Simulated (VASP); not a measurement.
# Quasiparticle energies of BP in VASP, part 6 of 8

Wanted: how far GW moves the Kohn-Sham levels of BP. The cell is of the zinc-blende type. The start is a cell from a database of measured crystal structures.

VASP 6.6.1, plane waves and PAW; the level of theory is named at each step.

So far, quasiparticle gap on the mesh (eV): step 3 (evGW0, evGW0 on PBE) 2.14; step 4 (evGW, evGW on PBE) 2.26.

### Step 5. QPGW0

This step: QPGW0 on PBE; plane waves and PAW (P_GW, B_GW) (VASP 6.6.1).

Here the orbitals are updated too, by diagonalising a Hermitian self-energy in the bands up to NBANDSGW.

INCAR reads:

```
SYSTEM = BP
PREC = Accurate
ENCUT = 340
ISMEAR = 0
SIGMA = 0.01
LREAL = .FALSE.
GGA = PE
NBANDS = 152
ALGO = QPGW0
NELMGW = 4
ENCUTGW = 200
NOMEGA = 64
PRECFOCK = Fast
NBANDSGW = 24
LWAVE = .FALSE.
LCHARG = .FALSE.
```

POSCAR reads:

```
BP
1.0
    0.0000000000      2.2690000000      2.2690000000
    2.2690000000      0.0000000000      2.2690000000
    2.2690000000      2.2690000000      0.0000000000
P B
1 1
Direct
    0.7500000000      0.7500000000      0.7500000000
    0.0000000000      0.0000000000      0.0000000000
```

KPOINTS reads:

```
Automatic mesh
0
Gamma
6 6 6
0 0 0
```

PAW data sets: P_GW and B_GW (PBE family, release 64).

Command:

```
$ mpirun -np 8 vasp_std
```

The program printed:

```text
[banner, memory and clock lines left out]
running    8 mpi-ranks, on    1 nodes
 distrk:  each k-point on    8 cores,    1 groups
 distr:  one band on    1 cores,    8 groups

 POSCAR found type information on POSCAR P B
 POSCAR found :  2 types and       2 ions
 [... a notice as in an earlier step ...]

 [... a notice as in an earlier step ...]

 LDA part: xc-table for (Slater+PW92), standard interpolation
 found WAVECAR, reading the header
 POSCAR, INCAR and KPOINTS ok, starting setup
 FFT: planning ... GRIDC
 FFT: planning ... GRID_SOFT
 FFT: planning ... GRID
 reading WAVECAR
 the WAVECAR file was read successfully
 initial charge from wavefunction
 available memory per node:     63.97 GB, setting MAXMEM to     65505

 The Fermi energy was updated, please check that it is located mid-gap
 values below the HOMO (VB) or above the LUMO (CB) will cause erroneous energies
 E-fermi :   7.8053

 calculate exact exchange contribution
 the WAVEDER file was read successfully
energies w=
    0.000    0.000    0.585    0.000    1.168    0.000    1.748    0.000
    2.325    0.000    2.897    0.000    3.463    0.000    4.023    0.000
    4.575    0.000    5.120    0.000    5.658    0.000    6.188    0.000
    6.711    0.000    7.226    0.000    7.736    0.000    8.239    0.000
    8.737    0.000    9.231    0.000    9.721    0.000   10.208    0.000
   10.693    0.000   11.178    0.000   11.663    0.000   12.149    0.000
   12.638    0.000   13.131    0.000   13.629    0.000   14.134    0.000
   14.647    0.000   15.169    0.000   15.704    0.000   16.252    0.000
   16.816    0.000   17.398    0.000   18.002    0.000   18.629    0.000
   19.284    0.000   19.969    0.000   20.691    0.000   21.452    0.000
   22.261    0.000   23.122    0.000   24.044    0.000   25.036    0.000
   26.111    0.000   27.280    0.000   28.560    0.000   29.971    0.000
   31.537    0.000   33.288    0.000   35.264    0.000   37.513    0.000
   40.100    0.000   43.110    0.000   46.659    0.000   50.909    0.000
   56.089    0.000   62.543    0.000   70.801    0.000   81.734    0.000
   96.872    0.000  119.181    0.000  155.260    0.000  223.360    0.000
 responsefunction array rank=     176
 LDA part: xc-table for (Slater+PW92), standard interpolation

 min. memory requirement per mpi rank    233.7 MB, per node   1869.4 MB

 allocating   8 responsefunctions rank=   176
 shmem allocating  64 responsefunctions rank=   176
 response function shared by NCSHMEM nodes    1
 Doing            8  frequencies on each core in blocks of           64
NQ=   1    0.0000    0.0000    0.0000,
|.........|.........|.........|.........|.........|.........|.........|.........
 performed        372000 updates of chi_q(r,r)
 total number of BLAS operations         85.11 Gflops
NQ=   2    0.1667    0.0000    0.0000,
|.........|.........|.........|.........|.........|.........|.........|.........
 performed       1240000 updates of chi_q(r,r)
 total number of BLAS operations        247.77 Gflops
NQ=   3    0.3333    0.0000    0.0000,
|.........|.........|.........|.........|.........|.........|.........|.........
 performed       2108000 updates of chi_q(r,r)
 total number of BLAS operations        410.44 Gflops
NQ=   4    0.5000    0.0000    0.0000,
|.........|.........|.........|.........|.........|.........|.........|.........
 performed       2801000 updates of chi_q(r,r)
 total number of BLAS operations        545.46 Gflops
NQ=   5    0.1667    0.1667    0.0000,
|.........|.........|.........|.........|.........|.........|.........|.........
 performed       3669000 updates of chi_q(r,r)
 total number of BLAS operations        708.12 Gflops
NQ=   6    0.3333    0.1667    0.0000,
|.........|.........|.........|.........|.........|.........|.........|.........
 performed       5165000 updates of chi_q(r,r)
 total number of BLAS operations        977.41 Gflops
NQ=   7    0.5000    0.1667    0.0000,
|.........|.........|.........|.........|.........|.........|.........|.........
 performed       6661000 updates of chi_q(r,r)
 total number of BLAS operations       1253.93 Gflops
NQ=   8   -0.3333    0.1667    0.0000,
|.........|.........|.........|.........|.........|.........|.........|.........
 performed       8157000 updates of chi_q(r,r)
 total number of BLAS operations       1534.10 Gflops
NQ=   9   -0.1667    0.1667    0.0000,
|.........|.........|.........|.........|.........|.........|.........|.........
 performed       9419000 updates of chi_q(r,r)
 total number of BLAS operations       1773.65 Gflops
NQ=  10    0.3333    0.3333    0.0000,
|.........|.........|.........|.........|.........|.........|.........|.........
 performed      10287000 updates of chi_q(r,r)
 total number of BLAS operations       1936.32 Gflops
NQ=  11    0.5000    0.3333    0.0000,
|.........|.........|.........|.........|.........|.........|.........|.........
 performed      11783000 updates of chi_q(r,r)
 total number of BLAS operations       2184.50 Gflops
NQ=  12   -0.3333    0.3333    0.0000,
|.........|.........|.........|.........|.........|.........|.........|.........
 performed      13045000 updates of chi_q(r,r)
 total number of BLAS operations       2388.17 Gflops
NQ=  13    0.5000    0.5000    0.0000,
|.........|.........|.........|.........|.........|.........|.........|.........
 performed      13636000 updates of chi_q(r,r)
 total number of BLAS operations       2494.62 Gflops
NQ=  14    0.5000    0.3333    0.1667,
|.........|.........|.........|.........|.........|.........|.........|.........
 performed      15350000 updates of chi_q(r,r)
 total number of BLAS operations       2803.30 Gflops
NQ=  15   -0.3333    0.3333    0.1667,
|.........|.........|.........|.........|.........|.........|.........|.........
 performed      16948000 updates of chi_q(r,r)
 total number of BLAS operations       3090.98 Gflops
NQ=  16   -0.3333    0.5000    0.1667,
|.........|.........|.........|.........|.........|.........|.........|.........
 performed      18217000 updates of chi_q(r,r)
 total number of BLAS operations       3319.56 Gflops
 resolving degeneracies of screened two electron integrals

 calculate QP shifts <psi_nk| G(iteration)W_0 |psi_nk>: iteration 1

 QP shifts <psi_nk| G(iteration)W_0 |psi_nk>: iteration 1
 NQ=           1  operations          48
 NQ=           2  operations           6
 NQ=           3  operations           6
 NQ=           4  operations          12
 NQ=           5  operations           8
 NQ=           6  operations           2
 NQ=           7  operations           2
 NQ=           8  operations           2
 NQ=           9  operations           4
 NQ=          10  operations           8
[...]
NQ=   4    0.5000    0.0000    0.0000,
|.........|.........|.........|.........|.........|.........|.........|.........
 performed       2801000 updates of chi_q(r,r)
 total number of BLAS operations        545.46 Gflops
NQ=   5    0.1667    0.1667    0.0000,
|.........|.........|.........|.........|.........|.........|.........|.........
 performed       3669000 updates of chi_q(r,r)
 total number of BLAS operations        708.12 Gflops
NQ=   6    0.3333    0.1667    0.0000,
|.........|.........|.........|.........|.........|.........|.........|.........
 performed       5165000 updates of chi_q(r,r)
 total number of BLAS operations        977.41 Gflops
NQ=   7    0.5000    0.1667    0.0000,
|.........|.........|.........|.........|.........|.........|.........|.........
 performed       6661000 updates of chi_q(r,r)
 total number of BLAS operations       1253.93 Gflops
NQ=   8   -0.3333    0.1667    0.0000,
|.........|.........|.........|.........|.........|.........|.........|.........
 performed       8157000 updates of chi_q(r,r)
 total number of BLAS operations       1534.10 Gflops
NQ=   9   -0.1667    0.1667    0.0000,
|.........|.........|.........|.........|.........|.........|.........|.........
 performed       9419000 updates of chi_q(r,r)
 total number of BLAS operations       1773.65 Gflops
NQ=  10    0.3333    0.3333    0.0000,
|.........|.........|.........|.........|.........|.........|.........|.........
 performed      10287000 updates of chi_q(r,r)
 total number of BLAS operations       1936.32 Gflops
NQ=  11    0.5000    0.3333    0.0000,
|.........|.........|.........|.........|.........|.........|.........|.........
 performed      11783000 updates of chi_q(r,r)
 total number of BLAS operations       2184.50 Gflops
NQ=  12   -0.3333    0.3333    0.0000,
|.........|.........|.........|.........|.........|.........|.........|.........
 performed      13045000 updates of chi_q(r,r)
 total number of BLAS operations       2388.17 Gflops
NQ=  13    0.5000    0.5000    0.0000,
|.........|.........|.........|.........|.........|.........|.........|.........
 performed      13636000 updates of chi_q(r,r)
 total number of BLAS operations       2494.62 Gflops
NQ=  14    0.5000    0.3333    0.1667,
|.........|.........|.........|.........|.........|.........|.........|.........
 performed      15350000 updates of chi_q(r,r)
 total number of BLAS operations       2803.30 Gflops
NQ=  15   -0.3333    0.3333    0.1667,
|.........|.........|.........|.........|.........|.........|.........|.........
 performed      16948000 updates of chi_q(r,r)
 total number of BLAS operations       3090.98 Gflops
NQ=  16   -0.3333    0.5000    0.1667,
|.........|.........|.........|.........|.........|.........|.........|.........
 performed      18217000 updates of chi_q(r,r)
 total number of BLAS operations       3319.56 Gflops
 resolving degeneracies of screened two electron integrals

 QP shifts <psi_nk| G(iteration)W_0 |psi_nk>: iteration 3
 NQ=           1  operations          48
 NQ=           2  operations           6
 NQ=           3  operations           6
 NQ=           4  operations          12
 NQ=           5  operations           8
 NQ=           6  operations           2
 NQ=           7  operations           2
 NQ=           8  operations           2
 NQ=           9  operations           4
 NQ=          10  operations           8
 NQ=          11  operations           2
 NQ=          12  operations           4
 NQ=          13  operations          16
 NQ=          14  operations           2
 NQ=          15  operations           2
 NQ=          16  operations           4
 allocating   8 responsefunctions rank=   176
 shmem allocating  64 responsefunctions rank=   176
 response function shared by NCSHMEM nodes    1
 Doing            8  frequencies on each core in blocks of           64
NQ=   1    0.0000    0.0000    0.0000,
|.........|.........|.........|.........|.........|.........|.........|.........
 performed        372000 updates of chi_q(r,r)
 total number of BLAS operations         85.11 Gflops
NQ=   2    0.1667    0.0000    0.0000,
|.........|.........|.........|.........|.........|.........|.........|.........
 performed       1240000 updates of chi_q(r,r)
 total number of BLAS operations        247.77 Gflops
NQ=   3    0.3333    0.0000    0.0000,
|.........|.........|.........|.........|.........|.........|.........|.........
 performed       2108000 updates of chi_q(r,r)
 total number of BLAS operations        410.44 Gflops
NQ=   4    0.5000    0.0000    0.0000,
|.........|.........|.........|.........|.........|.........|.........|.........
 performed       2801000 updates of chi_q(r,r)
 total number of BLAS operations        545.46 Gflops
NQ=   5    0.1667    0.1667    0.0000,
|.........|.........|.........|.........|.........|.........|.........|.........
 performed       3669000 updates of chi_q(r,r)
 total number of BLAS operations        708.12 Gflops
NQ=   6    0.3333    0.1667    0.0000,
|.........|.........|.........|.........|.........|.........|.........|.........
 performed       5165000 updates of chi_q(r,r)
 total number of BLAS operations        977.41 Gflops
NQ=   7    0.5000    0.1667    0.0000,
|.........|.........|.........|.........|.........|.........|.........|.........
 performed       6661000 updates of chi_q(r,r)
 total number of BLAS operations       1253.93 Gflops
NQ=   8   -0.3333    0.1667    0.0000,
|.........|.........|.........|.........|.........|.........|.........|.........
 performed       8157000 updates of chi_q(r,r)
 total number of BLAS operations       1534.10 Gflops
NQ=   9   -0.1667    0.1667    0.0000,
|.........|.........|.........|.........|.........|.........|.........|.........
 performed       9419000 updates of chi_q(r,r)
 total number of BLAS operations       1773.65 Gflops
NQ=  10    0.3333    0.3333    0.0000,
|.........|.........|.........|.........|.........|.........|.........|.........
 performed      10287000 updates of chi_q(r,r)
 total number of BLAS operations       1936.32 Gflops
NQ=  11    0.5000    0.3333    0.0000,
|.........|.........|.........|.........|.........|.........|.........|.........
 performed      11783000 updates of chi_q(r,r)
 total number of BLAS operations       2184.50 Gflops
NQ=  12   -0.3333    0.3333    0.0000,
|.........|.........|.........|.........|.........|.........|.........|.........
 performed      13045000 updates of chi_q(r,r)
 total number of BLAS operations       2388.17 Gflops
NQ=  13    0.5000    0.5000    0.0000,
|.........|.........|.........|.........|.........|.........|.........|.........
 performed      13636000 updates of chi_q(r,r)
 total number of BLAS operations       2494.62 Gflops
NQ=  14    0.5000    0.3333    0.1667,
|.........|.........|.........|.........|.........|.........|.........|.........
 performed      15350000 updates of chi_q(r,r)
 total number of BLAS operations       2803.30 Gflops
NQ=  15   -0.3333    0.3333    0.1667,
|.........|.........|.........|.........|.........|.........|.........|.........
 performed      16948000 updates of chi_q(r,r)
 total number of BLAS operations       3090.98 Gflops
NQ=  16   -0.3333    0.5000    0.1667,
|.........|.........|.........|.........|.........|.........|.........|.........
 performed      18217000 updates of chi_q(r,r)
 total number of BLAS operations       3319.56 Gflops
 resolving degeneracies of screened two electron integrals

 QP shifts <psi_nk| G(iteration)W_0 |psi_nk>: iteration 4
 NQ=           1  operations          48
 NQ=           2  operations           6
 NQ=           3  operations           6
 NQ=           4  operations          12
 NQ=           5  operations           8
 NQ=           6  operations           2
 NQ=           7  operations           2
 NQ=           8  operations           2
 NQ=           9  operations           4
 NQ=          10  operations           8
 NQ=          11  operations           2
 NQ=          12  operations           4
 NQ=          13  operations          16
 NQ=          14  operations           2
 NQ=          15  operations           2
 NQ=          16  operations           4
 entering main loop
```

Wall time 8.1 min (8 MPI ranks of Intel Xeon 6975P-C (Granite Rapids), shared host); peak memory 2.5 GiB; 64 min of CPU time.

OUTCAR, selected parts (step 5):

```text
   NELECT =       8.0000    total number of electrons

 E-fermi :   7.8053

 QP shifts <psi_nk| G(iteration)W_0 |psi_nk>: iteration 1
 k-point   1 :       0.0000    0.0000    0.0000
  band No. DFT-energies  QP-energies  QP-e(diag)   sigma(DFT)    Z            occupation
      1      -8.3243      -9.1493      -9.1402      -9.5054       0.6908       2.0000
      2       7.1395       6.5020       6.5178       6.3502       0.7877       2.0000
      3       7.1395       6.5020       6.5178       6.3502       0.7877       2.0000
      4       7.1395       6.5020       6.5178       6.3502       0.7877       2.0000
      5      10.5408      10.8382      10.8462      10.9300       0.7846       0.0000
      6      10.5408      10.8382      10.8462      10.9300       0.7846       0.0000
      7      10.5408      10.8382      10.8462      10.9300       0.7846       0.0000
      8      14.5124      14.7805      14.7861      14.8769       0.7508       0.0000
    ...

     24      49.9397      49.9397      49.9397      49.9397       1.0000       0.0000

 k-point   2 :       0.1667    0.0000    0.0000
  band No. DFT-energies  QP-energies  QP-e(diag)   sigma(DFT)    Z            occupation
      1      -7.8264      -8.6605      -8.6510      -9.0012       0.7019       2.0000
      2       4.3046       3.5594       3.5734       3.3525       0.7680       2.0000
      3       6.4757       5.8240       5.8382       5.6626       0.7840       2.0000
      4       6.4757       5.8240       5.8382       5.6626       0.7840       2.0000
      5      11.1567      11.4042      11.4133      11.4854       0.7805       0.0000
      6      11.4438      11.7698      11.7709      11.8648       0.7771       0.0000
      7      11.4438      11.7698      11.7709      11.8648       0.7771       0.0000
      8      15.8049      16.0641      16.0802      16.1758       0.7424       0.0000
    ...

     24      49.9032      49.9032      49.9032      49.9032       1.0000       0.0000

     24      47.1312      47.1312      47.1312      47.1312       1.0000       0.0000

     24      52.6378      52.6378      52.6378      52.6378       1.0000       0.0000

 QP shifts <psi_nk| G(iteration)W_0 |psi_nk>: iteration 2
 k-point   1 :       0.0000    0.0000    0.0000
  band No. DFT-energies  QP-energies  QP-e(diag)   sigma(DFT)    Z            occupation
      1      -9.1493      -9.3913      -9.3859      -9.4915       0.6914       2.0000
      2       6.5020       6.3961       6.4083       6.3836       0.7915       2.0000
      3       6.5020       6.3961       6.4083       6.3836       0.7915       2.0000
      4       6.5020       6.3961       6.4083       6.3836       0.7915       2.0000
      5      10.8382      10.8257      10.8722      10.8815       0.7858       0.0000
      6      10.8382      10.8257      10.8722      10.8815       0.7858       0.0000
      7      10.8382      10.8257      10.8722      10.8815       0.7858       0.0000
      8      14.7805      14.8093      14.8114      14.8216       0.7520       0.0000
    ...

 QP shifts <psi_nk| G(iteration)W_0 |psi_nk>: iteration 3
 k-point   1 :       0.0000    0.0000    0.0000
  band No. DFT-energies  QP-energies  QP-e(diag)   sigma(DFT)    Z            occupation
      1      -9.3913      -9.4600      -9.4557      -9.4844       0.6915       2.0000
      2       6.3961       6.3585       6.3716       6.3652       0.7918       2.0000
      3       6.3961       6.3585       6.3716       6.3652       0.7918       2.0000
      4       6.3961       6.3585       6.3716       6.3652       0.7918       2.0000
      5      10.8257      10.8161      10.8666      10.8777       0.7868       0.0000
      6      10.8257      10.8161      10.8666      10.8777       0.7868       0.0000
      7      10.8257      10.8161      10.8666      10.8777       0.7868       0.0000
      8      14.8093      14.7957      14.7973      14.7934       0.7524       0.0000
    ...

 QP shifts <psi_nk| G(iteration)W_0 |psi_nk>: iteration 4
 k-point   1 :       0.0000    0.0000    0.0000
  band No. DFT-energies  QP-energies  QP-e(diag)   sigma(DFT)    Z            occupation
      1      -9.4600      -9.4817      -9.4779      -9.4858       0.6932       2.0000
      2       6.3585       6.3372       6.3512       6.3493       0.7915       2.0000
      3       6.3585       6.3372       6.3512       6.3493       0.7915       2.0000
      4       6.3585       6.3372       6.3512       6.3493       0.7915       2.0000
      5      10.8161      10.8093      10.8605      10.8725       0.7869       0.0000
      6      10.8161      10.8093      10.8605      10.8725       0.7869       0.0000
      7      10.8161      10.8093      10.8605      10.8725       0.7869       0.0000
      8      14.7957      14.7806      14.7822      14.7777       0.7524       0.0000
    ...

[... 16 parts as in an earlier step ...]

[... 29 further parts left out ...]
```

Numbers from this step:

```
quasiparticle gap on the mesh                 : 2.161 eV
smallest direct quasiparticle gap on the mesh : 4.472 eV
```

QP gap by iteration, by row:

| iteration | gap (eV) | direct gap (eV) |
| --- | --- | --- |
| 1 | 2.031 | 4.336 |
| 2 | 2.114 | 4.43 |
| 3 | 2.142 | 4.458 |
| 4 | 2.161 | 4.472 |

GW takes the gap from 1.332 to 2.161 eV. That is +23 meV against evGW0 on PBE. The last pass still moved it by +19 meV. The value holds for 152 bands, ENCUTGW = 200 eV and this mesh, and isn't shown to be converged in them.

(Part 6 of 8 ends here.)

[Lines on the potential files, build, host, timing and source positions are cut from VASP's logs without a mark.]

[Logs are printed without paths, hosts, clocks, repeated set-up lines and the standing remarks that a program may print on its own settings, such as how far it seeks lower states.]

[Hosts, paths, dates, database ids (printed as entryN), source tags and the programs' standing remarks are cut or masked in the printed files.]

[Measured values are set beside computed ones only where the two were judged alike; some that the calculation misses by far are left out.]

[Pressures printed for these runs are not shown converged in the cutoff: they can be off by several GPa and have the wrong sign.]
